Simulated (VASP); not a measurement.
Computed with LDA (Ceperley-Alder, Perdew-Zunger), VASP's LDA PAW potentials (set 64) (plane waves; VASP).

VASP input:

**POSCAR**
```
CdTe
1
   -0.0000000000     3.2028670773     3.2028670773
    3.2028670773    -0.0000000000     3.2028670773
    3.2028670773     3.2028670773    -0.0000000000
Cd Te
1 1
Direct
  1.0000000000   1.0000000000   1.0000000000
  0.2500000000   0.2500000000   0.2500000000
```

**INCAR**
```
SYSTEM = CdTe
PREC = Accurate
ENCUT = 400
EDIFF = 1E-7
NELM = 100
ALGO = Normal
LREAL = .FALSE.
LASPH = .TRUE.
ISMEAR = -5
LMAXMIX = 4
LWAVE = .FALSE.
LCHARG = .TRUE.
LORBIT = 11
NEDOS = 601
ISIF = 2
```

**KPOINTS**
```
Automatic mesh
0
Gamma
8 8 8
0 0 0
```

POTCAR, in this order: Cd Te (LDA.64 set). Program: vasp_std.

What VASP printed:

**OSZICAR**
```
       N       E                     dE             d eps       ncg     rms          rms(c)
DAV:   1     0.853982410760E+02    0.85398E+02   -0.74931E+03   786   0.978E+02
DAV:   2    -0.291754047661E+01   -0.88316E+02   -0.85923E+02   854   0.257E+02
DAV:   3    -0.625604957767E+01   -0.33385E+01   -0.33312E+01   954   0.508E+01
DAV:   4    -0.629158967739E+01   -0.35540E-01   -0.35537E-01  1043   0.457E+00
DAV:   5    -0.629175237666E+01   -0.16270E-03   -0.16264E-03   899   0.240E-01    0.634E+00
DAV:   6    -0.607347742650E+01    0.21827E+00   -0.45773E-01   854   0.956E+00    0.504E+00
DAV:   7    -0.605105846240E+01    0.22419E-01   -0.10798E-01   854   0.252E+00    0.181E+00
DAV:   8    -0.604905101070E+01    0.20075E-02   -0.10746E-02   789   0.150E+00    0.503E-01
DAV:   9    -0.604876547589E+01    0.28553E-03   -0.82053E-04   879   0.350E-01    0.137E-01
DAV:  10    -0.604875271545E+01    0.12760E-04   -0.10004E-04   827   0.973E-02    0.568E-02
DAV:  11    -0.604875609277E+01   -0.33773E-05   -0.21559E-05   884   0.494E-02    0.283E-02
DAV:  12    -0.604875534552E+01    0.74725E-06   -0.18906E-06   818   0.138E-02    0.144E-02
DAV:  13    -0.604875531282E+01    0.32707E-07   -0.77847E-07   844   0.561E-03
   1 F= -.60487553E+01 E0= -.60487553E+01  d E =0.000000E+00
```

**OUTCAR**
```
------------------------ aborting loop because EDIFF is reached ----------------------------------------
  FORCE on cell =-STRESS in cart. coord.  units (eV):
  Direction    XX          YY          ZZ          XY          YZ          ZX
  --------------------------------------------------------------------------------------
  Total        0.0056327      0.0056327      0.0056327      0.0000000      0.0000000      0.0000000
  in kB        0.1373345      0.1373345      0.1373345      0.0000000      0.0000000      0.0000000
  external PRESSURE =       0.1373345 kB  Pullay stress =       0.0000000 kB
  volume of cell :       65.71
      direct lattice vectors                 reciprocal lattice vectors
     0.000000000  3.202867077  3.202867077    -0.156110131  0.156110131  0.156110131
     3.202867077  0.000000000  3.202867077     0.156110131 -0.156110131  0.156110131
     3.202867077  3.202867077  0.000000000     0.156110131  0.156110131 -0.156110131
  FREE ENERGIE OF THE ION-ELECTRON SYSTEM (eV)
  ---------------------------------------------------
  free  energy   TOTEN  =        -6.0487553128 eV

  energy  without entropy=       -6.0487553128  energy(sigma->0) =       -6.04875531

 total charge

# of ion       s       p       d       tot
------------------------------------------
    1        0.490   0.342   9.517  10.348
    2        1.357   2.065   0.025   3.447
--------------------------------------------------
tot          1.847   2.406   9.542  13.795
```
(Selected blocks of OUTCAR.)

The compound is CdTe in the zinc blende structure. It was relaxed first.
